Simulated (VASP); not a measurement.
An input for Ansatz (written as the equivalent of a VASP run, and not itself run):

Ansatz 0.2 input:
```yaml
crystal:
  lattice:
    - [2.7682060, 0.0000000, 0.0000000]
    - [-1.3841030, 2.3973370, 0.0000000]
    - [0.0000000, 0.0000000, 9.4871740]
  atoms:
    - { symbol: Tc, position: [0.3333330, 0.6666670, 0.3924500] }
    - { symbol: Tc, position: [0.6666670, 0.3333330, 0.6075500] }
    - { symbol: Tc, position: [0.6666670, 0.3333330, 0.8924500] }
    - { symbol: Tc, position: [0.3333330, 0.6666670, 0.1075500] }
    - { symbol: N, position: [0.3333330, 0.6666670, 0.7500000] }
    - { symbol: N, position: [0.6666670, 0.3333330, 0.2500000] }
kpoints:
  mp_grid: { grid: [11, 11, 3] }
hamiltonian:
  xc: lda
  pseudopotentials: { kind: paw }
scf:
  occupations: { method: gaussian, width: 0.1 }
  max_iter: 100
output: { forces: true, stress: true, eigenvalues: true }
```

**Question.** Translate this input to VASP (INCAR, KPOINTS, POSCAR, choice of POTCAR).

**Answer.** This is not unique; one that fits is 
POSCAR:
```
Tc2N
1
    2.7682060000     0.0000000000     0.0000000000
   -1.3841030000     2.3973370000     0.0000000000
    0.0000000000     0.0000000000     9.4871740000
Tc N
4 2
Direct
  0.3333330000   0.6666670000   0.3924500000
  0.6666670000   0.3333330000   0.6075500000
  0.6666670000   0.3333330000   0.8924500000
  0.3333330000   0.6666670000   0.1075500000
  0.3333330000   0.6666670000   0.7500000000
  0.6666670000   0.3333330000   0.2500000000
```

**INCAR**
```
ALGO = Normal
EDIFF = 1E-6
ENCUT = 400
ISIF = 2
ISMEAR = 0
LASPH = .TRUE.
LCHARG = .FALSE.
LMAXMIX = 4
LREAL = .FALSE.
LWAVE = .FALSE.
NELM = 100
PREC = Accurate
SIGMA = 0.1
SYSTEM = Tc2N
```

### KPOINTS
```
Automatic mesh
0
Gamma
11 11 3
0 0 0
```

POTCAR, in this order: Tc_pv N (LDA.64 set). Program: vasp_std.

The two are equivalent in intent, not identical: each code has its own PAW files, so the cut-off isn't converted (ENCUT is set for VASP's; basis.ecutwfc is left out, and Ansatz then takes the one that its files recommend); Ansatz stops its SCF on the density residual and VASP on the energy change (EDIFF); Ansatz's lda is the Perdew-Wang form, while the LDA potentials of VASP carry Perdew-Zunger's.

The structure comes from a computed database's Tc2N entry (P6_3/mmc); how it stands against other phases isn't given here. The cell was not relaxed at this level, and its volume differs by -5.9 % from the start's.
